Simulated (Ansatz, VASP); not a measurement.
# Cross-check of MnS between VASP and Ansatz, part 2 of 2

One calculation is typed for both programs; each brings its own data sets. How far apart do they land? The two relaxations start from unlike cells of this crystal (the structure described is Ansatz's start), so only their ends are compared.

VASP 6.6.1 and Ansatz 0.2.0.

So far: The starting structure; Ansatz: relaxation of cell and atoms, r2SCAN.

**3. VASP: relaxation of cell and atoms, r2SCAN**

Level of this step: r2SCAN, spin-polarised from a ferromagnetic start; plane waves and PAW (Mn_pv, S) (VASP).

Its own start cell and the same functional, mesh and smearing now go to VASP, with its own data sets.

Lines of VASP's logs that name or quote its potential files are left out, and so is its time.

Input file INCAR:

```
SYSTEM = MnS
PREC = Accurate
ENCUT = 550
EDIFF = 1E-07
NELM = 200
ISMEAR = 0
SIGMA = 0.15
LREAL = .FALSE.
ALGO = Normal
METAGGA = R2SCAN
LASPH = .TRUE.
NBANDS = 19
ISPIN = 2
MAGMOM = 4.45 0.18
LMAXMIX = 4
LORBIT = 11
LWAVE = .FALSE.
LCHARG = .FALSE.
ISIF = 3
IBRION = 2
NSW = 80
EDIFFG = -0.005
GGA_COMPAT = .FALSE.
NELMIN = 4
LMIXTAU = .TRUE.
KPAR = 2
```

Input file POSCAR:

```
MnS
1.0
    0.0000000000      2.6084703209      2.6084703209
    2.6084703209      0.0000000000      2.6084703209
    2.6084703209      2.6084703209      0.0000000000
Mn S
1 1
Direct
    0.0000000000      0.0000000000      0.0000000000
    0.5000000000      0.5000000000      0.5000000000
```

Input file KPOINTS:

```
Automatic mesh
0
Gamma
18 18 18
0 0 0
```

The projector-augmented-wave data sets are Mn_pv and S (PBE family, release 64).

On the command line:

```console
$ mpirun -np 2 vasp_std
```

Numbers of over 12 decimals in the logs are rounded to 6 here.

Log:

```text
[banner, memory and clock lines left out]
running    2 mpi-ranks, on    1 nodes
 distrk:  each k-point on    1 cores,    2 groups
 distr:  one band on    1 cores,    1 groups

 POSCAR found type information on POSCAR MnS
 POSCAR found :  2 types and       2 ions
|                                                                             |
|               ----> ADVICE to this user running VASP <----                  |
|                                                                             |
|     You enforced a specific xc type in the INCAR file but a different       |
|     [... a line on the potential file left out ...]
|     I HOPE YOU KNOW WHAT YOU ARE DOING!                                     |
|                                                                             |

 LDA part: xc-table for (None), standard interpolation
 POSCAR, INCAR and KPOINTS ok, starting setup
 FFT: planning ... GRIDC
 FFT: planning ... GRID_SOFT
 FFT: planning ... GRID
 WAVECAR not read
 entering main loop
       N       E                     dE             d eps       ncg     rms          rms(c)
DAV:   1     0.148072194250E+03    0.14807E+03   -0.10818E+04 14836   0.110E+03
DAV:   2    -0.209132621568E+02   -0.16899E+03   -0.15913E+03 15684   0.309E+02
DAV:   3    -0.290710504091E+02   -0.81578E+01   -0.80638E+01 17284   0.739E+01
DAV:   4    -0.291752123682E+02   -0.10416E+00   -0.10407E+00 16632   0.840E+00
DAV:   5    -0.291769225286E+02   -0.17102E-02   -0.17101E-02 16448   0.114E+00    0.115E+01
DAV:   6    -0.246114428794E+02    0.45655E+01   -0.94760E+00 16101   0.368E+01    0.144E+01
DAV:   7    -0.248454339415E+02   -0.23399E+00   -0.94890E-01 15513   0.959E+00    0.809E+00
DAV:   8    -0.248660577535E+02   -0.20624E-01   -0.13465E-01 15797   0.381E+00    0.442E+00
DAV:   9    -0.248751309514E+02   -0.90732E-02   -0.51704E-02 15717   0.235E+00    0.666E-01
DAV:  10    -0.248758983590E+02   -0.76741E-03   -0.99811E-03 15871   0.113E+00    0.316E-01
DAV:  11    -0.248761217927E+02   -0.22343E-03   -0.10983E-03 16220   0.305E-01    0.157E-01
DAV:  12    -0.248762967014E+02   -0.17491E-03   -0.22926E-04 15810   0.144E-01    0.895E-02
DAV:  13    -0.248763164357E+02   -0.19734E-04   -0.36778E-05 16310   0.534E-02    0.563E-02
DAV:  14    -0.248763431571E+02   -0.26721E-04   -0.18319E-05 15330   0.480E-02    0.228E-02
DAV:  15    -0.248763453638E+02   -0.22066E-05   -0.56320E-06 16825   0.175E-02    0.100E-02
DAV:  16    -0.248763474068E+02   -0.20430E-05   -0.70226E-07 16198   0.591E-03    0.176E-03
DAV:  17    -0.248763470987E+02    0.30813E-06   -0.12701E-08  8412   0.104E-03    0.115E-03
DAV:  18    -0.248763465557E+02    0.54293E-06   -0.83748E-09  7911   0.742E-04    0.289E-04
DAV:  19    -0.248763464457E+02    0.11001E-06   -0.26040E-09  7773   0.418E-04    0.101E-04
DAV:  20    -0.248763464141E+02    0.31645E-07   -0.28653E-10  7722   0.144E-04
   1 F= -.24876346E+02 E0= -.24875144E+02  d E =-.248763E+02  mag=     4.9800
 curvature:   0.00 expect dE= 0.000E+00 dE for cont linesearch  0.000E+00
 trial: gam= 0.00000 g(F)=  0.235E-60 g(S)=  0.202E-04 ort = 0.000E+00 (trialstep = 0.100E+01)
 search vector abs. value=  0.202E-04
 bond charge predicted
       N       E                     dE             d eps       ncg     rms          rms(c)
DAV:   1    -0.248766811587E+02   -0.33471E-03   -0.52756E-03 16014   0.949E-01    0.192E-01
DAV:   2    -0.248763807912E+02    0.30037E-03   -0.72312E-04 16170   0.406E-01    0.167E-01
DAV:   3    -0.248763357055E+02    0.45086E-04   -0.73861E-05 15941   0.747E-02    0.434E-02
DAV:   4    -0.248763286669E+02    0.70386E-05   -0.79485E-06 16343   0.234E-02    0.249E-02
DAV:   5    -0.248763356729E+02   -0.70060E-05   -0.41709E-06 16640   0.125E-02    0.121E-02
DAV:   6    -0.248763347465E+02    0.92638E-06   -0.11594E-06 17320   0.134E-02    0.844E-03
DAV:   7    -0.248763397866E+02   -0.50402E-05   -0.48512E-07 15915   0.759E-03    0.104E-03
DAV:   8    -0.248763399858E+02   -0.19921E-06   -0.16476E-08  7806   0.113E-03    0.553E-04
DAV:   9    -0.248763400471E+02   -0.61211E-07   -0.38678E-09  7596   0.536E-04
   2 F= -.24876340E+02 E0= -.24875171E+02  d E =0.636703E-05  mag=     4.9808
 trial-energy change:    0.000006  1 .order   -0.000008   -0.000020    0.000004
 step:   0.8211(harm=  0.8211)  dis= 0.00000  next Energy=   -24.876355 (dE=-0.829E-05)
 reached required accuracy - stopping structural energy minimisation
```

OUTCAR, selected parts (step 3):

```text
ion  position               nearest neighbor table
   1  0.000  0.000  0.000-   2 2.61   2 2.61   2 2.61   2 2.61   2 2.61   2 2.61
   2  0.500  0.500  0.500-   1 2.61   1 2.61   1 2.61   1 2.61   1 2.61   1 2.61

  LATTYP: Found a face centered cubic cell.
 ALAT       =     5.2169406418

 Subroutine GETGRP returns: Found 48 space group operations
 (whereof 48 operations were pure point group operations)

The static configuration has the point symmetry O_h .

 Found    195 irreducible k-points:

   k-points           NKPTS =    195   k-points in BZ     NKDIM =    195   number of bands    NBANDS=     19

   dimension x,y,z NGX =    28 NGY =   28 NGZ =   28
   dimension x,y,z NGXF=    56 NGYF=   56 NGZF=   56

   ENCUT  =  550.0 eV  40.42 Ry    6.36 a.u.   7.05  7.05  7.05*2*pi/ulx,y,z

   NELECT =      19.0000    total number of electrons

 k-points in reciprocal lattice and weights: Automatic mesh
   0.00000000  0.00000000  0.00000000       0.000
   0.05555556  0.00000000  0.00000000       0.001
   0.11111111  0.00000000  0.00000000       0.001
   0.16666667  0.00000000  0.00000000       0.001
   0.22222222  0.00000000  0.00000000       0.001
   0.27777778  0.00000000  0.00000000       0.001
   0.33333333  0.00000000  0.00000000       0.001
   0.38888889  0.00000000  0.00000000       0.001
   0.44444444  0.00000000  0.00000000       0.001
[...]
-0.27777778  0.44444444  0.22222222       0.004
  -0.27777778  0.50000000  0.22222222       0.002

 average (electrostatic) potential at core
       1 -73.9537       2 -87.9939

 E-fermi :   6.5989

 spin component 1
 k-point     1 :       0.0000    0.0000    0.0000
  band No.  band energies     occupation
    ...
      8       2.6005      1.00000
      9       2.6005      1.00000
     10       4.5355      1.00000
     11       4.5355      1.00000
     12       4.5355      1.00000
     13       8.6336      0.00000
     14      15.3876      0.00000
     15      15.3876      0.00000
     16      15.3876      0.00000
     17      17.6671      0.00000
    ...

 k-point     2 :       0.0556    0.0000    0.0000
  band No.  band energies     occupation
    ...
      8       2.5611      1.00000
      9       2.5611      1.00000
     10       4.3497      1.00000
     11       4.6287      1.00000
     12       4.6287      1.00000
     13       8.8584      0.00000
     14      15.0602      0.00000
     15      15.3917      0.00000
     16      15.3917      0.00000
     17      17.8825      0.00000
    ...

 k-point     3 :       0.1111    0.0000    0.0000
  band No.  band energies     occupation
    ...
      8       2.5879      1.00000
      9       2.5879      1.00000
     10       3.9475      1.00000
     11       4.8669      1.00000
     12       4.8669      1.00000
     13       9.3949      0.00000
     14      14.4524      0.00000
     15      15.3255      0.00000
     16      15.3255      0.00000
     17      17.1238      0.00000
    ...

 k-point     4 :       0.1667    0.0000    0.0000
  band No.  band energies     occupation
    ...
      8       2.6442      1.00000
      9       2.6442      1.00000
     10       3.5998      1.00000
     11       5.1791      1.00000
     12       5.1791      1.00000
     13       9.9891      0.00000
     14      13.9369      0.00000
     15      14.9660      0.00000
     16      14.9660      0.00000
     17      16.8488      0.00000
    ...

 k-point     5 :       0.2222    0.0000    0.0000
  band No.  band energies     occupation
    ...
      8       2.7157      1.00000
      9       2.7157      1.00000
     10       3.4253      1.00000
     11       5.5148      1.00000
     12       5.5148      1.00000
     13      10.3851      0.00000
     14      13.7422      0.00000
     15      14.3388      0.00000
     16      14.3388      0.00000
     17      17.0496      0.00000
    ...

 k-point     6 :       0.2778    0.0000    0.0000
  band No.  band energies     occupation
    ...
      8       2.7938      1.00000
      9       2.7938      1.00000
     10       3.3712      1.00000
     11       5.8418      1.00000
     12       5.8418      1.00000
     13      10.4225      0.00000
     14      13.6746      0.00000
     15      13.6746      0.00000
     16      13.9867      0.00000
     17      17.5015      0.00000
    ...

  Total       -0.0036404     -0.0036404     -0.0036404      0.0000000     -0.0000000     -0.0000000
  in kB       -0.1641141     -0.1641141     -0.1641141      0.0000000     -0.0000000     -0.0000000
  external PRESSURE =      -0.1641141 kB  Pullay stress =       0.0000000 kB

  energy-cutoff  :      550.00
  volume of cell :       35.54
      direct lattice vectors                 reciprocal lattice vectors
    -0.000000000  2.609521638  2.609521638    -0.191605999  0.191605999  0.191605999
     2.609521638  0.000000000  2.609521638     0.191605999 -0.191605999  0.191605999
     2.609521638  2.609521638  0.000000000     0.191605999  0.191605999 -0.191605999

 POSITION                                       TOTAL-FORCE (eV/Angst)
 -----------------------------------------------------------------------------------
      2.60952      2.60952      5.21904         0.000000     -0.000000     -0.000000
      2.60952      2.60952      2.60952        -0.000000      0.000000      0.000000
 -----------------------------------------------------------------------------------
    total drift:                                0.000000      0.000000      0.000000

  FREE ENERGIE OF THE ION-ELECTRON SYSTEM (eV)
  ---------------------------------------------------
  free  energy   TOTEN  =       -24.8763400471 eV

  energy  without entropy=      -24.8740020691  energy(sigma->0) =      -24.87517106

 reached required accuracy - stopping structural energy minimisation

 total charge
# of ion       s       p       d       tot
------------------------------------------
    1        0.218   6.159   4.896  11.273
    2        1.310   2.477   0.000   3.787
--------------------------------------------------
tot          1.528   8.636   4.896  15.060

 magnetization (x)
# of ion       s       p       d       tot
------------------------------------------
    1        0.051   0.037   4.411   4.499
    2        0.029   0.107   0.000   0.137
--------------------------------------------------
tot          0.080   0.144   4.411   4.635

[... 6 further parts left out ...]
```

CONTCAR:

```
MnS
   1.00000000000000
    -0.0000000000000000    2.6095216380612420    2.6095216380612420
     2.6095216380612420    0.0000000000000000    2.6095216380612420
     2.6095216380612420    2.6095216380612420    0.0000000000000000
  Mn              S
     1     1
Direct
     1.0000000000000000    1.0000000000000000    0.0000000000000000
     0.5000000000000000    0.5000000000000000    0.5000000000000000
```

The cell holds one magnetic atom, so no antiferromagnetic order fits into it.

**4. Differences**

Known differences besides the potentials themselves: VASP starts from the moments at which Ansatz ended; VASP keeps PBE cores, Ansatz makes them for the functional; the data sets hold 21 valence electrons in Ansatz (on its default PAW (the set named soft_2) files) and 19 in VASP; the cutoff is 500 eV in Ansatz and 550 eV in VASP; Ansatz adds a Pulay correction to the stress that steers its cell, VASP none; site moments are counted in spheres of each program's own size. Total energies have different zeros and are not compared.

The two programs side by side:

```
                                         quantity  Ansatz   VASP  difference
                                      volume (Å³)   35.53  35.54     -0.02 %
edge a after relaxation, in the typed setting (Å)   3.690  3.690     -0.01 %
                                total moment (μB)    4.98   4.98        0.00
                               moment on Mn1 (μB)    4.46   4.50       -0.04
                                moment on S2 (μB)    0.18   0.14       +0.04
```

**5. Summary of results**

```yaml
difference_in_volume_relaxation_of_cell_and_atoms_r2scan: -0.020 %
```

What this shows: The difference in volume is -0.020 % (relaxation of cell and atoms, r2SCAN), within the 1.2 % picked in this series as the mark of a large difference, as far as the stopping tolerances let one tell. The data sets hold unlike numbers of valence electrons (21 in Ansatz and 19 in VASP), so part of the differences comes from the potentials. Such differences can come from data sets, numerical settings and the points named under the comparisons, not from the functional's error against experiment.

[Lines on the potential files, build, host, timing and source positions are cut from VASP's logs without a mark.]

[Logs are printed without paths, hosts, clocks, repeated set-up lines and the standing remarks that a program may print on its own settings, such as how far it seeks lower states.]

[Hosts, paths, dates, database ids (printed as entryN), source tags and the programs' standing remarks are cut or masked in the printed files.]
